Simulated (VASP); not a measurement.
Here is the system:

```xyz
2
Lattice="1.7882 -3.0973 0.0000 1.7882 3.0973 0.0000 0.0000 0.0000 5.5101" Properties=species:S:1:pos:R:3 pbc="T T T"
Ho     1.7882     1.0324     1.3775
Ho     1.7882    -1.0324     4.1325
```

Level of theory: TPSS meta-GGA, VASP's PBE PAW potentials (set 64) (plane waves; VASP). Settings: 520 eV cut-off, 13×13×8 Γ-centred mesh, tetrahedra with Blöchl corrections, potentials Ho_3.

The 4f electrons are frozen in the core of the lanthanide potential, so 4f levels, which can set the real gap, and their magnetism are missing.

Task: Give the energies of bands 7 to 12 at the high-symmetry points, in eV from the Fermi level.

Result: 
| band | Γ | M | K | A | L | H |
|---|---|---|---|---|---|---|
| 7 | -5.30 | -1.99 | -0.90 | -3.64 | -1.96 | -0.56 |
| 8 | -2.19 | -1.43 | -0.78 | -3.64 | -1.96 | -0.56 |
| 9 | 1.29 | -0.94 | -0.78 | 1.13 | 0.11 | -0.44 |
| 10 | 1.92 | -0.07 | -0.49 | 1.13 | 0.11 | -0.44 |
| 11 | 1.92 | 1.54 | 1.27 | 1.80 | 1.62 | 0.55 |
| 12 | 2.46 | 1.72 | 1.27 | 1.80 | 1.62 | 0.55 |

It has no gap at this level: it comes out as a metal or semimetal.

The compound is Ho in the hcp structure. It was relaxed first.
